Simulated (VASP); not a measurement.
# TiSiPb: structure and properties in VASP, part 2 of 2

Aim: relax TiSiPb, then compute properties on the relaxed cell. The cell is invented: it takes the structure of a Materials Project entry for SrSiGe (space group 187 there), with some of its atoms replaced by other elements, volume scaled by an estimate. It may not be a known or stable phase.

VASP 6.6.1; PBE with D4; plane waves and PAW (Pb_d, Ti_sv, Si); invented cell.

So far. Step 10 (Volume scan with PBE + D4 (run 4)): The pressure falls from 1.57 to 0.03 GPa. Step 10 (Volume scan with PBE + D4 (run 4)): The run ends at a pressure of 0.03 GPa.

## (11) Volume scan with PBE + D4 (run 5)

Contents of INCAR:

```
SYSTEM = TiSiPb
PREC = Accurate
ENCUT = 400
EDIFF = 1E-06
NELM = 100
ISMEAR = 1
SIGMA = 0.2
LREAL = .FALSE.
ALGO = Normal
GGA = PE
IVDW = 13
NBANDS = 21
LORBIT = 11
LWAVE = .FALSE.
LCHARG = .FALSE.
ISIF = 2
```

Contents of POSCAR:

```
TiSiPb
1.0
    4.3120645243      0.0000000000      0.0000000000
   -2.1560322622      3.7343569125      0.0000000000
    0.0000000000      0.0000000000      3.9664976846
Pb Ti Si
1 1 1
Direct
    0.6666666700      0.3333333300      0.0000000000
    0.0000000000      0.0000000000      0.5000000000
    0.3333333300      0.6666666700      0.5000000000
```

Contents of KPOINTS:

```
Automatic mesh
0
Gamma
6 6 6
0 0 0
```

The projector-augmented-wave data sets are Pb_d, Ti_sv and Si (PBE family, release 64).

Command:

```console
mpirun -np 1 vasp_std
```

Elapsed: 22 s, on 1 MPI rank of AMD EPYC 7R43, shared host; peak memory 0.14 GiB.

The pressure falls from 0.03 to -1.35 GPa.

The run ends at a pressure of -1.35 GPa.

## (12) Volume scan with PBE + D4 (run 6)

INCAR is that of step 11.

Contents of POSCAR:

```
TiSiPb
1.0
    4.3400657279      0.0000000000      0.0000000000
   -2.1700328640      3.7586066628      0.0000000000
    0.0000000000      0.0000000000      3.9922548848
Pb Ti Si
1 1 1
Direct
    0.6666666700      0.3333333300      0.0000000000
    0.0000000000      0.0000000000      0.5000000000
    0.3333333300      0.6666666700      0.5000000000
```

KPOINTS is that of step 11.

Command:

```console
mpirun -np 1 vasp_std
```

It took 22 s on 1 MPI rank; peak memory 0.14 GiB.

The pressure falls from -1.35 to -2.61 GPa.

The run ends at a pressure of -2.61 GPa.

## (13) Volume scan with PBE + D4 (run 7)

A prediction first. A parabola through the 6 pressures of evenly scaled cells so far, P = 0.03 -73.3 t +158 t² GPa with t = ln(V/V₁) and V₁ the volume at scale 1, gives -3.71 GPa at t = +0.0583.

INCAR is that of step 12.

Contents of POSCAR:

```
TiSiPb
1.0
    4.3677102039      0.0000000000      0.0000000000
   -2.1838551021      3.7825474781      0.0000000000
    0.0000000000      0.0000000000      4.0176839455
Pb Ti Si
1 1 1
Direct
    0.6666666700      0.3333333300      0.0000000000
    0.0000000000      0.0000000000      0.5000000000
    0.3333333300      0.6666666700      0.5000000000
```

KPOINTS is that of step 12.

Command:

```console
mpirun -np 1 vasp_std
```

Run time: 22 s. Hardware: 1 MPI rank; peak memory 0.14 GiB.

The pressure falls from -2.61 to -3.77 GPa. The parabola predicted -3.71 GPa, +0.06 GPa off.

## (14) Comparing the runs

Times are for 1 MPI rank of AMD EPYC 7R43, shared host. The runs compared:

| no. | volume scale | energy above the lowest point (meV/atom) | pressure (GPa) | time | memory (GiB) |
| --- | --- | --- | --- | --- | --- |
| 1 | 0.94 | 21.32 | 5.172 | 21 s | 0.13 |
| 2 | 0.96 | 9.63 | 3.274 | 22 s | 0.13 |
| 3 | 0.98 | 2.66 | 1.567 | 24 s | 0.13 |
| 4 | 1 | 0 | 0.02729 | 22 s | 0.13 |
| 5 | 1.02 | 1.07 | -1.352 | 22 s | 0.14 |
| 6 | 1.04 | 5.62 | -2.615 | 22 s | 0.14 |
| 7 | 1.06 | 13.31 | -3.766 | 22 s | 0.14 |

## (15) Fit for PBE + D4

This step: Birch-Murnaghan fit, PBE with D4; plane waves and PAW; invented cell (VASP 6.6.1).

This step runs nothing: it gathers the runs above.

Numbers from this step:

| Item | Value |
| --- | --- |
| pressure derivative of the bulk modulus | 4.254 |
| r.m.s. error of the fit | 1.80e-5 eV/atom |
| minimum inside the sampled range | yes |
| bulk modulus | 72.14 GPa |
| equilibrium volume of the fit | 20.95 Å³/atom |

The energy above the fitted minimum by volume:

| volume (Å³/atom) | energy above the fitted minimum (eV/atom) |
| --- | --- |
| 19.62 | 0.0214 |
| 20.04 | 0.00973 |
| 20.46 | 0.00276 |
| 20.87 | 1.1e-4 |
| 21.29 | 0.00118 |
| 21.71 | 0.00572 |
| 22.13 | 0.0134 |

The fitted volume lies +0.39 % from the relaxed one. At a finite cutoff and mesh the minimum of the energy and the zero of the stress don't quite coincide, and the relaxation stops at a threshold.

## (16) Electric field gradients (PBE + D4)

This step: PBE with D4; plane waves and PAW (Pb_d, Ti_sv, Si); invented cell (VASP 6.6.1).

Field gradients probe how far the charge around each nucleus departs from cubic symmetry; LASPH keeps the non-spherical terms inside the spheres.

Edit INCAR of step 13 so:

```diff
@@ -3,3 +3,3 @@
 ENCUT = 400
-EDIFF = 1E-06
+EDIFF = 1E-07
 NELM = 100
@@ -15,2 +15,3 @@
 LCHARG = .FALSE.
-ISIF = 2
+LEFG = .TRUE.
+LASPH = .TRUE.
```

Contents of POSCAR:

```
TiSiPb
1.0
    4.2836948574      0.0000000000      0.0000000000
   -2.1418474288      3.7097880636      0.0000000000
    0.0000000000      0.0000000000      3.9404015496
Pb Ti Si
1 1 1
Direct
    0.6666666700      0.3333333300      0.0000000000
    0.0000000000      0.0000000000      0.5000000000
    0.3333333300      0.6666666700      0.5000000000
```

KPOINTS is that of step 13.

Command:

```console
mpirun -np 1 vasp_std
```

The job ended after 26 s (1 MPI rank; peak memory 0.14 GiB).

Numbers from this step:

```yaml
free_energy_toten: -17.15 eV
energy_at_zero_smearing: -17.15 eV
fermi_energy: 7.866 eV
pressure: 0.01121 GPa
```

Electric field gradients, by row:

| atom | Vxx (V/Å²) | Vyy (V/Å²) | Vzz (V/Å²) | asymmetry |
| --- | --- | --- | --- | --- |
| Pb1 | -27.57 | -27.56 | 55.13 | 0 |
| Ti2 | -18.6 | -18.59 | 37.19 | 0 |
| Si3 | -37.63 | -37.63 | 75.25 | 0 |

The largest gradient, 75.25 V/Å², sits on Si3; the stable nuclei of Si have no quadrupole moment in their ground state, so NMR and NQR don't see it.

## (17) Vibrations at Γ (PBE + D4)

Zone-centre modes test whether the atoms sit at a minimum within this cell. IBRION = 6 takes the force constants from differences of forces between displaced cells, so the forces must be tight.

Edit INCAR of step 16 so:

```diff
@@ -3,3 +3,3 @@
 ENCUT = 400
-EDIFF = 1E-07
+EDIFF = 1E-08
 NELM = 100
@@ -15,3 +15,6 @@
 LCHARG = .FALSE.
-LEFG = .TRUE.
-LASPH = .TRUE.
+IBRION = 6
+NFREE = 2
+POTIM = 0.015
+ISIF = 2
+NSW = 1
```

POSCAR is that of step 16.

Contents of KPOINTS:

```
Automatic mesh
0
Gamma
10 10 10
0 0 0
```

Command:

```console
mpirun -np 1 vasp_std
```

Wall time 26 min (1 MPI rank); peak memory 0.52 GiB.

The last energy, forces, stress and levels in OUTCAR belong to the last displaced cell, not to the cell of POSCAR.

This step gave:

```
irreducible k-points      : 84
pressure of the cell      : 0.1638 GPa
largest force of the cell : 0 eV/Å
```

Modes at Γ, with each element's share of the kinetic energy:

| mode | frequency (cm⁻¹) | symmetry | Pb % | Ti % | Si % |
| --- | --- | --- | --- | --- | --- |
| 1 | -0.5 | acoustic | 73 | 18 | 9 |
| 2 | -0.1 | acoustic | 73 | 17 | 10 |
| 3 | -0.1 | acoustic | 73 | 17 | 10 |
| 4 | 31.8 | A2'' | 0 | 37 | 63 |
| 5 | 72.2 | E' | 27 | 37 | 36 |
| 6 | 72.2 | E' | 27 | 37 | 36 |
| 7 | 154.6 | A2'' | 27 | 45 | 28 |
| 8 | 304.9 | E' | 0 | 46 | 54 |
| 9 | 304.9 | E' | 0 | 46 | 54 |

Displacements in mode 4 (31.8 cm⁻¹), the largest set to 1:
```
Pb1  0.00  0.00 -0.01
Ti2  0.00  0.00  0.59
Si3  0.00  0.00 -1.00
```

Displacements in mode 7 (154.6 cm⁻¹), the largest set to 1:
```
Pb1  0.00  0.00  0.36
Ti2  0.00  0.00 -0.97
Si3  0.00  0.00 -1.00
```

The three acoustic modes lie within 0.5 cm⁻¹ of zero, and all others are real. By the characters of their eigenvectors the optical modes sort into (cm⁻¹) Raman active: E' 72, E' 305; infrared active: A2'' 32, E' 72, A2'' 155, E' 305.

## (18) Band structure (PBE + D4), changed input

The mesh alone shows little of the dispersion and can miss band extrema, so KPOINTS_OPT adds a path through the symmetry points after the self-consistent cycle. Some settings are moved from the usual, to see what they do.

Contents of INCAR:

```
SYSTEM = TiSiPb
PREC = Accurate
ENCUT = 400
EDIFF = 1E-06
NELM = 100
ISMEAR = -5
SIGMA = 0.1
LREAL = .FALSE.
ALGO = Normal
GGA = PE
IVDW = 13
NBANDS = 28
LORBIT = 11
LWAVE = .FALSE.
LCHARG = .FALSE.
```

POSCAR is that of step 17.

Contents of KPOINTS:

```
Automatic mesh
0
Gamma
5 5 5
0 0 0
```

Contents of KPOINTS_OPT:

```
Line mode
16
Line-mode
Reciprocal
  0.00000000   0.00000000   0.00000000 GAMMA
  0.50000000   0.00000000   0.00000000 M

  0.50000000   0.00000000   0.00000000 M
  0.33333333   0.33333333   0.00000000 K

  0.33333333   0.33333333   0.00000000 K
  0.00000000   0.00000000   0.00000000 GAMMA

  0.00000000   0.00000000   0.00000000 GAMMA
  0.00000000   0.00000000   0.50000000 A

  0.00000000   0.00000000   0.50000000 A
  0.50000000   0.00000000   0.50000000 L

  0.50000000   0.00000000   0.50000000 L
  0.33333333   0.33333333   0.50000000 H

  0.33333333   0.33333333   0.50000000 H
  0.00000000   0.00000000   0.50000000 A

  0.50000000   0.00000000   0.50000000 L
  0.50000000   0.00000000   0.00000000 M

  0.33333333   0.33333333   0.00000000 K
  0.33333333   0.33333333   0.50000000 H
```

Command:

```console
mpirun -np 1 vasp_std
```

Elapsed: 2 min, on 1 MPI rank; peak memory 0.14 GiB.

With tetrahedra SIGMA is not used. The mesh holds 15 irreducible points against 28.

Numbers from this step:

* SCF cycles: 16
* bands: 28
* irreducible k-points: 15
* Fermi energy: 7.891 eV
* pressure: 0.3400 GPa

Electronic bands along the path, in eV, zero at the Fermi level; # counts the bands kept:

| point | #3 | #4 | #5 | #6 | #7 | #8 | #9 | #10 |
| --- | --- | --- | --- | --- | --- | --- | --- | --- |
| Γ | -2.57 | -2.57 | -1.08 | 0.50 | 0.97 | 0.97 | 2.11 | 2.11 |
| 0.53 of the way | -2.38 | -1.71 | -1.13 | -0.60 | 0.92 | 0.96 | 1.71 | 1.88 |
| M | -2.20 | -2.04 | -1.07 | -0.47 | 0.39 | 0.88 | 1.69 | 2.52 |
| 0.47 of the way | -3.66 | -0.91 | -0.82 | -0.31 | 0.40 | 0.40 | 1.79 | 3.09 |
| K | -4.48 | -0.39 | -0.38 | -0.36 | -0.13 | 0.38 | 2.11 | 3.57 |
| 0.53 of the way | -2.78 | -1.48 | -1.11 | -0.48 | 0.80 | 0.97 | 1.79 | 2.01 |
| Γ | -2.57 | -2.57 | -1.08 | 0.50 | 0.97 | 0.97 | 2.11 | 2.11 |
| 0.53 of the way | -2.20 | -2.20 | -0.11 | 0.43 | 0.43 | 1.08 | 2.77 | 2.77 |
| A | -1.83 | -1.83 | 0.12 | 0.12 | 1.38 | 1.67 | 1.89 | 2.90 |
| 0.47 of the way | -3.04 | -1.82 | -1.45 | -0.56 | 0.94 | 1.25 | 2.14 | 2.92 |
| L | -4.43 | -3.84 | -1.15 | -0.73 | -0.06 | 1.54 | 1.63 | 1.89 |
| 0.53 of the way | -4.22 | -3.89 | -1.55 | -1.50 | 0.00 | 1.48 | 1.63 | 1.89 |
| H | -4.00 | -3.99 | -2.18 | -1.75 | 0.06 | 1.46 | 1.61 | 1.90 |
| 0.53 of the way | -3.25 | -2.20 | -1.41 | -0.80 | 0.97 | 0.97 | 2.01 | 2.47 |
| A | -1.83 | -1.83 | 0.12 | 0.12 | 1.38 | 1.67 | 1.89 | 2.90 |
| jump to L | -4.43 | -3.84 | -1.15 | -0.73 | -0.06 | 1.54 | 1.63 | 1.89 |
| 0.47 of the way | -3.59 | -2.15 | -1.80 | -0.46 | -0.08 | 0.89 | 1.21 | 2.32 |
| M | -2.20 | -2.04 | -1.07 | -0.47 | 0.39 | 0.88 | 1.69 | 2.52 |
| jump to K | -4.48 | -0.39 | -0.38 | -0.36 | -0.13 | 0.38 | 2.11 | 3.57 |
| 0.53 of the way | -3.69 | -2.65 | -2.50 | -0.53 | -0.03 | 1.38 | 1.62 | 2.61 |
| H | -4.00 | -3.99 | -2.18 | -1.75 | 0.06 | 1.46 | 1.61 | 1.90 |

Of the projections kept (Pb, Ti, Si), the largest for each band there; the rest of the weight can lie on other orbitals:

| point | #3 | #4 | #5 | #6 | #7 | #8 | #9 | #10 |
| --- | --- | --- | --- | --- | --- | --- | --- | --- |
| Γ | Ti 0.57 | Ti 0.57 | Pb 0.47 | Ti 0.79 | Ti 1.00 | Ti 1.00 | Pb 0.60 | Pb 0.60 |
| M | Si 0.42 | Ti 0.44 | Ti 0.64 | Ti 0.77 | Ti 0.90 | Ti 0.98 | Ti 0.78 | Si 0.45 |
| K | Pb 0.39 | Ti 0.71 | Ti 0.88 | Ti 0.76 | Ti 0.81 | Ti 0.75 | Pb 0.37 | Ti 0.67 |
| Γ | Ti 0.57 | Ti 0.57 | Pb 0.47 | Ti 0.79 | Ti 1.00 | Ti 1.00 | Pb 0.60 | Pb 0.60 |
| A | Ti 0.67 | Ti 0.67 | Ti 0.85 | Ti 0.85 | Ti 0.65 | Si 0.51 | Ti 0.59 | Pb 0.82 |
| L | Pb 0.39 | Pb 0.56 | Ti 0.67 | Ti 0.58 | Ti 0.85 | Ti 0.85 | Ti 0.72 | Ti 0.99 |

Against the sound run “Band structure (PBE + D4)”, the energy at zero smearing moves by -0.7 meV an atom, the pressure by +0.32 GPa and the Fermi level by +0.02 eV.

## (19) Summary of results

- relaxed volume: 20.87 Å³/atom
- relaxed conventional cell a, b, c: 4.284, 4.284, 3.940 Å; angles 90.0, 90.0, 120.0°
- space group after relaxing, within 0.02 Å: P-6m2 (No. 187)
- band gap: none, a metal
- DOS at the Fermi level: 4.39 states/eV/cell
- bulk modulus from the fit: 72.1 GPa
- volume from the fit: 21.0 Å³/atom
- largest field gradient Vzz: 75.25 V/Å² on Si3
- highest zone-centre mode: 305 cm⁻¹

In words: With PBE + D4, TiSiPb relaxes to 20.87 Å³/atom in space group P-6m2 (held by the symmetry of the run), comes out as a metal and has a bulk modulus of 72.1 GPa at fixed shape and positions, an upper bound. Band structure (PBE + D4): Of the bands kept, 3 cross the Fermi level on this path. Vibrations at Γ (PBE + D4): The highest mode in this list at Γ, 304.9 cm⁻¹, has its largest share on Si (54 % of the kinetic energy). Band structure (PBE + D4), changed input: Of the bands kept, 3 cross the Fermi level on this path. Spin-orbit coupling is left out, and with elements this heavy it would split and shift bands near the Fermi level. The k-sampling is coarse for a metal, so the Fermi level, pressures and the shape of the cell carry errors. Modes at Γ alone can't show that the crystal is stable at other wave vectors. No search among competing phases was made. All values are for a static lattice at zero temperature.

[Lines on the potential files, build, host, timing and source positions are cut from VASP's logs without a mark.]

[Logs are printed without paths, hosts, clocks, repeated set-up lines and the standing remarks that a program may print on its own settings, such as how far it seeks lower states.]

[Hosts, paths, dates, database ids (printed as entryN), source tags and the programs' standing remarks are cut or masked in the printed files.]

[A measured line is paired with the nearest computed mode of its activity, which favours agreement.]
